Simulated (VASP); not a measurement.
Shape and ions are relaxed at each volume.

Data:

Gd has the hexagonal space group P6₃/mmc (No. 194), the hcp (Mg type) structure, Pearson symbol hP2. Cell: a = b = 3.565 Å, c = 5.615 Å, α = β = 90.00°, γ = 120.00°. Gd on 2c has 12 Gd at 3.481–3.565 Å (anticuboctahedral). (Neighbours: up to the widest gap in distance over summed covalent radii, below 1.35, at either atom.)

All values below come from PBE GGA with D3 dispersion (zero damping), VASP's PBE PAW potentials (set 64) (plane waves; VASP 6.6.1). Numerical set-up: 520 eV cut-off, 12×12×7 Γ-centred mesh, first-order Methfessel-Paxton smearing of 0.10 eV, potentials Gd_3.

The 4f electrons are frozen in the core of the lanthanide potential, so 4f levels, which can set the real gap, and their magnetism are missing.

**Question.** Give the energy at these volumes per atom, relative to the lowest: 29.25, 30.18, 31.11, 32.05, 32.98 Å³.

**Answer.** 11.2, 1.9, 0.0, 4.5, 14.5 meV/atom. A third-order Birch-Murnaghan fit gives B0 = 37.6 GPa and B0′ = 4.2.

Measured: bulk modulus 37.9 GPa (computed value off by -0.7 %), as given by Wikipedia, Gadolinium (infobox). The calculation is for a static lattice, while the measured bulk modulus holds thermal and zero-point effects, which are part of the difference.

The compound is Gd in the hcp structure. It was relaxed first, which changed the volume by -6 %.
